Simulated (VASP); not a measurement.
An input for Quantum ESPRESSO's pw.x (written as the equivalent of a VASP run, and not itself run):

```
&CONTROL
  calculation = 'scf'
  pseudo_dir = './pseudo'
  outdir = './out'
  tprnfor = .true.
  tstress = .true.
/
&SYSTEM
  ibrav = 0
  nat = 5
  ntyp = 3
  ecutwfc = 84
  occupations = 'smearing'
  smearing = 'gaussian'
  degauss = 0.003675
  input_dft = 'rpbe'
/
&ELECTRONS
  conv_thr = 7.3e-09
  electron_maxstep = 100
/
ATOMIC_SPECIES
  K 39.098 K.upf
  Ta 180.948 Ta.upf
  O 15.999 O.upf
CELL_PARAMETERS angstrom
     3.9766598    0.0000000    0.0000000
     0.0000000    3.9766598    0.0000000
     0.0000000    0.0000000    3.9766598
ATOMIC_POSITIONS crystal
  K    0.0000000  0.0000000  0.0000000
  Ta   0.5000000  0.5000000  0.5000000
  O    0.5000000  0.0000000  0.5000000
  O    0.0000000  0.5000000  0.5000000
  O    0.5000000  0.5000000  0.0000000
K_POINTS automatic
  6 6 6 0 0 0
```

**Question.** Translate this input to VASP (INCAR, KPOINTS, POSCAR, choice of POTCAR).

**Answer.** This is not unique; one that fits is 
**INCAR**
```
# general
SYSTEM  = KTaO3
PREC    = Accurate
ENCUT   = 520
LREAL   = F
LASPH   = T

# electronic loop
EDIFF   = 1E-7
NELM    = 100
ALGO    = Normal
LMAXMIX = 6

# smearing
ISMEAR  = 0
SIGMA   = 0.05

# functional
GGA     = RP

# ions
ISIF    = 2

# output
LWAVE   = F
LCHARG  = F
```

### POSCAR
```
KTaO3
1
    3.9766597868     0.0000000000     0.0000000000
    0.0000000000     3.9766597868     0.0000000000
    0.0000000000     0.0000000000     3.9766597868
K Ta O
1 1 3
Direct
  0.0000000000   0.0000000000   0.0000000000
  0.5000000000   0.5000000000   0.5000000000
  0.5000000000   0.0000000000   0.5000000000
  0.0000000000   0.5000000000   0.5000000000
  0.5000000000   0.5000000000   0.0000000000
```

**KPOINTS**
```
Automatic
0
Gamma
 6 6 6
```

POTCAR, in this order: K_sv Ta_pv O (PBE.64 set). Program: vasp_std.

The two are equivalent in intent, not identical: the potentials are each code's own (VASP's PAW set, PseudoDojo norm-conserving files in pw.x), so ENCUT and ecutwfc are chosen apart and not converted; conv_thr bounds pw.x's estimated SCF error, while EDIFF bounds the energy change between steps.

The compound is KTaO3 in the cubic perovskite structure. This cell is one point of a volume scan, at 0.94 of the reference volume.
